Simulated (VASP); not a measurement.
An input for Ansatz (written as the equivalent of a VASP run, and not itself run):

Ansatz 0.2 input:
```yaml
crystal:
  lattice:
    - [0.0000000, 3.2831575, 3.2831575]
    - [3.2831575, 0.0000000, 3.2831575]
    - [3.2831575, 3.2831575, 0.0000000]
  atoms:
    - { symbol: In, position: [0.0000000, 1.0000000, 0.0000000] }
    - { symbol: Sb, position: [0.2500000, 0.2500000, 0.2500000] }
kpoints:
  mp_grid: { grid: [6, 6, 6] }
hamiltonian:
  xc: hse06
  pseudopotentials: { kind: paw }
scf:
  occupations: { method: gaussian, width: 0.05 }
  max_iter: 60
output: { forces: true, stress: true, eigenvalues: true }
```

### Question
Write the VASP files for the same calculation (HSE06).

### Answer
This is not unique; one that fits is 
**KPOINTS**
```
Automatic mesh
0
Gamma
6 6 6
0 0 0
```

### POSCAR
```
InSb
1
    0.0000000000     3.2831575175     3.2831575175
    3.2831575175     0.0000000000     3.2831575175
    3.2831575175     3.2831575175     0.0000000000
In Sb
1 1
Direct
  0.0000000000   1.0000000000   0.0000000000
  0.2500000000   0.2500000000   0.2500000000
```

### INCAR
```
# general
SYSTEM    =  InSb
PREC      =  Accurate
ENCUT     =  520
LREAL     =  .FALSE.
LASPH     =  .TRUE.
ISYM      =  3

# electronic loop
EDIFF     =  1E-6
NELM      =  60
ALGO      =  Normal
LMAXMIX   =  4

# smearing
ISMEAR    =  0
SIGMA     =  0.05

# functional
GGA       =  PE
LHFCALC   =  .TRUE.
AEXX      =  0.25
HFSCREEN  =  0.2
PRECFOCK  =  Fast

# ions
ISIF      =  2

# output
LWAVE     =  .FALSE.
LCHARG    =  .FALSE.
```

POTCAR, in this order: In_d Sb (PBE.64 set). Program: vasp_std. Read from the step before: WAVECAR.

The two are equivalent in intent, not identical: each code has its own PAW files, so the cut-off isn't converted (ENCUT is set for VASP's; basis.ecutwfc is left out, and Ansatz then takes the one that its files recommend); Ansatz stops its SCF on the density residual and VASP on the energy change (EDIFF); Ansatz's hse06 screens at 0.11 per bohr (0.208 per Å), slightly more than HFSCREEN = 0.2.

The compound is InSb in the zinc blende structure. This cell is one point of a volume scan, at 0.97 of the reference volume.
